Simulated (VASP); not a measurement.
Here is the system:

Space group Fm-3m (No. 225); a = b = c = 3.8437 Å, α = β = γ = 90.00°

```json
[
 {"atom": "Ir", "site": "4a", "symmetry": "m-3m", "x": "0.0000", "y": "0.0000", "z": "0.0000"}
]
```
(The calculation used a cell of 1 atom; values per cell refer to that cell.)

Level of theory: PBE GGA with D3 dispersion (Becke-Johnson damping), VASP's PBE PAW potentials (set 64) (plane waves; VASP). Numerical set-up: 520 eV cut-off, 16×16×16 Γ-centred mesh, first-order Methfessel-Paxton smearing of 0.10 eV, potentials Ir.

Task: Give the energy at these volumes per atom, relative to the lowest: 13.33, 13.75, 14.18, 14.60, 15.03 Å³.

Result: 70.8, 17.3, 0.0, 12.8, 50.7 meV/atom. A third-order Birch-Murnaghan fit gives B0 = 375 GPa and B0′ = 5.1.

Measured: bulk modulus 365 GPa at 0 K (computed value off by +2.6 %), as given by H. Levämäki et al., Physical Review B (2014), arXiv:1402.3671 [corrected for temperature and zero-point phonon effects]; a 3.831 Å at 0 K (computed value off by +0.3 %), as given by Daniel Mejia-Rodriguez et al., Physical Review B (2018), arXiv:1807.09216 [static lattice: zero-point anharmonic expansion removed].

The compound is Ir in the fcc structure. It was relaxed first.
